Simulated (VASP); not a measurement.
MgBe:

```
Mg Be
1.0
     2.90235    0.00000    0.00000
     0.00000    2.90235    0.00000
     0.00000    0.00000    2.90235
Mg Be
1 1
Direct
  0.50000 0.50000 0.50000
  0.00000 0.00000 0.00000
```

The cell was built by a generator and needn't be a form met in nature.

```yaml
Program: VASP 6.6.1
Task: relaxation of cell and atoms
Functional: r2SCAN
Potentials_or_basis: VASP PAW PBE potentials, release 64 (Mg, Be)
Cutoff: 600 eV
k_mesh: 9 × 9 × 9
Occupations: methfessel-paxton, width 0.1 eV
Spin: no spin polarisation
```

At the start: pressure 15.2 GPa; volume 12.22 Å³/atom.

**Question.** How do energy, volume and symmetry change on relaxing?

**Answer.** Over 3 steps the energy falls by 94.4 meV/atom and the volume is 14.51 Å³/atom (+18.7 %); space group Pm-3m (No. 221, to 0.05 Å).

The path:
```csv
step,energy change (eV),largest force (eV/Å),pressure (GPa),volume (Å³)
1,0.0000,0.0000,15.20,24.45
2,-0.1885,0.0000,0.49,28.79
3,-0.1889,0.0000,-0.02,29.02
```

Final structure:
```
Mg Be
1.0
     3.07306    0.00000    0.00000
     0.00000    3.07306    0.00000
     0.00000    0.00000    3.07306
Mg Be
1 1
Direct
  0.50000 0.50000 0.50000
  0.00000 0.00000 0.00000
```

Caveat: the volume moved by over 15 % at a fixed basis, so the end points are rough; the PAW data sets were made with another functional, which shifts forces and pressure a little.
